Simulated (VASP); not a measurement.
Given:

```xyz
2
Lattice="0.0000 2.7155 2.7155 2.7155 0.0000 2.7155 2.7155 2.7155 0.0000" Properties=species:S:1:pos:R:3 pbc="T T T"
Si     0.0000     0.0000     0.0000
Si     1.3578     1.3578     1.3578
```

Method: TPSS meta-GGA, VASP's PBE PAW potentials (set 64) (plane waves; VASP). Settings: 520 eV cut-off, 8×8×8 Γ-centred mesh, Gaussian smearing of 0.050 eV, potentials Si.

### Question
The ions, cell shape and volume are relaxed. Which structure does the run end with?

### Answer

```xyz
2
Lattice="0.0000 2.7256 2.7256 2.7256 0.0000 2.7256 2.7256 2.7256 0.0000" Properties=species:S:1:pos:R:3 pbc="T T T"
Si     0.0000     0.0000     0.0000
Si     1.3628     1.3628     1.3628
```
Space group Fd-3m (227), at a tolerance of 0.03 Å.

### Question
How do energy and volume change from the first to the last step?

### Answer
The energy (σ→0) changes by -0.7 meV/atom and the volume by +1.1 %, in 3 ionic steps.

The compound is Si in the diamond structure. This run relaxes it. Symmetry was kept, so distortions that lower it aren't found.
